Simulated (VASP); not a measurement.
A convergence study with VASP on GaAs (zinc blende): one setting is varied, all else stays as given below, so the limit is that of these other settings.

```yaml
crystal:
  lattice:
    - [0.00000, 2.82500, 2.82500]
    - [2.82500, 0.00000, 2.82500]
    - [2.82500, 2.82500, 0.00000]
  atoms:
    - { symbol: Ga, position: [0.00000, 0.00000, 0.00000] }
    - { symbol: As, position: [0.25000, 0.25000, 0.25000] }
```

Method: LDA (Ceperley-Alder, Perdew-Zunger), VASP's LDA PAW potentials (set 64) (plane waves; VASP 6.6.1). The tightest run used: 550 eV cut-off, 17×17×17 Γ-centred mesh, Gaussian smearing of 0.050 eV, potentials Ga_d As.

```tsv
setting	E (eV/atom)	pressure (GPa)	irreducible k-points
1×1×1 mesh	4.3122	68.23	1
2×2×2 mesh	-3.5514	4.24	3
3×3×3 mesh	-4.5109	-0.34	4
4×4×4 mesh	-4.7234	-1.25	8
5×5×5 mesh	-4.7846	-1.47	10
6×6×6 mesh	-4.8052	-1.51	16
```

These are the cheaper rows. Estimate the results at 17×17×17 mesh, and how far the last row shown lies from them.

```json
[
 {"quantity": "E (eV/atom)", "tightest run": "-4.8192", "last row shown is off by": "0.0140"},
 {"quantity": "pressure (GPa)", "tightest run": "-1.45", "last row shown is off by": "-0.06"}
]
```

Left out are rungs that failed or repeat a setting and relaxations that didn't move; long series are thinned to 24 rows.

The compound is GaAs in the zinc blende structure. The cell was not relaxed at this level.
